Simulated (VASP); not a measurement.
The system is SiC.

```
Si C
1.0
     3.07600    0.00000    0.00000
    -1.53800    2.66389    0.00000
     0.00000    0.00000    5.04800
Si C
2 2
Direct
  0.33333 0.66667 0.00000
  0.66667 0.33333 0.50000
  0.33333 0.66667 0.38500
  0.66667 0.33333 0.88500
```

Base run:

```yaml
Program: VASP 6.6.1
Functional: PBE
Potentials_or_basis: VASP PAW PBE potentials, release 64 (Si, C)
Cutoff: 520 eV
k_mesh: 18 × 18 × 10
Occupations: gaussian, width 0.02 eV
Spin: no spin polarisation
```

Its results: band gap on the k mesh 2.32 eV, indirect (least direct gap 4.08 eV); pressure 3.6 GPa; largest force 0.753 eV/Å.

Q: The run is repeated on the same cell with these changes: k mesh from 18 × 18 × 10 to 3 × 3 × 2. What comes out?

A: Band gap on the k mesh 2.26 eV, indirect (least direct gap 4.34 eV); pressure 4.3 GPa; largest force 0.585 eV/Å.

Caveats: some runs use coarse meshes; an odd mesh through Γ misses points on the zone boundary, where band edges often lie (some runs).
